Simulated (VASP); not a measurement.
Computed with PBEsol GGA, VASP's PBE PAW potentials (set 64) (plane waves; VASP).

VASP ran on this input.

File POSCAR:
```
CoC
1.0
  3.0573457779   0.0000000000   0.0000000000
 -1.5286728889   2.6477388365   0.0000000000
  0.0000000000   0.0000000000   4.6635399491
Co C
2 2
Cart
 -0.0000015286   1.7651601069   4.6192030914
  1.5286744176   0.8825787296   2.2874331168
 -0.0000015286   1.7651601069   1.7931643386
  1.5286744176   0.8825787296   4.1249343132
```

### INCAR
```
# general
SYSTEM =CoC
PREC   =Accurate
ENCUT  =520
LREAL  =F
LASPH  =T

# electronic loop
EDIFF  =1E-6
NELM   =100
ALGO   =Normal
LMAXMIX=4

# smearing
ISMEAR =1
SIGMA  =0.1

# functional
GGA    =PS

# spin
ISPIN  =2
MAGMOM =3.0 3.0 0.0 0.0

# ions
IBRION =2
NSW    =60
ISIF   =3
EDIFFG =-0.02

# output
LWAVE  =F
LCHARG =F
LORBIT =10
```

KPOINTS:
```
Automatic mesh
0
Gamma
  10 10 6
0 0 0
```

POTCAR, in this order: Co C (PBE.64 set). Program: vasp_std.

What does the run give for the energy per atom (σ→0), cell moment, volume per atom, band gap (on the k-mesh)?

```json
{
 "energy per atom (σ→0)": "-8.062 eV/atom",
 "cell_moment": "0.00 μB",
 "band gap (on the k-mesh)": "none (metal, semimetal or under 0.01 eV)",
 "volume_per_atom": "9.42 Å³/atom"
}
```

### OSZICAR
```
...
DAV:   1    -0.322495994532E+02   -0.20405E-02   -0.84355E-02  4480   0.234E+00    0.296E-01
DAV:   2    -0.322492862498E+02    0.31320E-03   -0.78603E-03  5248   0.173E+00    0.279E-01
DAV:   3    -0.322482224176E+02    0.10638E-02   -0.30921E-03  5104   0.124E+00    0.116E-01
DAV:   4    -0.322479700871E+02    0.25233E-03   -0.85841E-04  6544   0.334E-01    0.201E-02
DAV:   5    -0.322479693665E+02    0.72052E-06   -0.60081E-05  4920   0.830E-02    0.104E-02
DAV:   6    -0.322479677336E+02    0.16329E-05   -0.55257E-06  5040   0.234E-02    0.392E-03
DAV:   7    -0.322479675941E+02    0.13951E-06   -0.45130E-07  2304   0.734E-03
   5 F= -.32247968E+02 E0= -.32247976E+02  d E =-.610407E-03  mag=     0.0000
```

The structure was generated: CoC was put into the wurtzite type (P6_3mc), which need not be its known phase. This run relaxes it. Symmetry was kept, so distortions that lower it aren't found. The start is the result of an earlier pass.
